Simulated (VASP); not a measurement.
Data:

```yaml
crystal:
  lattice:
    - [0.00000, 3.04510, 3.04510]
    - [3.04510, 0.00000, 3.04510]
    - [3.04510, 3.04510, 0.00000]
  atoms:
    - { symbol: Al, position: [0.25000, 0.25000, 0.25000] }
    - { symbol: Al, position: [0.75000, 0.75000, 0.75000] }
    - { symbol: Au, position: [0.00000, 0.00000, 0.00000] }
```

Method: rev-vdW-DF2, VASP's PBE PAW potentials (set 64) (plane waves; VASP). Settings: 520 eV cut-off, 9×9×9 Γ-centred mesh, first-order Methfessel-Paxton smearing of 0.10 eV, potentials Al Au.

Problem. Give the stress tensor in GPa (positive for a compressed cell).

Solution. 
```
-2.88   0.00   0.00
 0.00  -2.88   0.00
 0.00   0.00  -2.88
```
The pressure is its mean diagonal, -2.88 GPa.

The compound is AuAl2 in the fluorite structure. This cell is one point of a volume scan, at 1.03 of the reference volume. The electron count is odd and the run is not spin-polarised, which forces a metal.
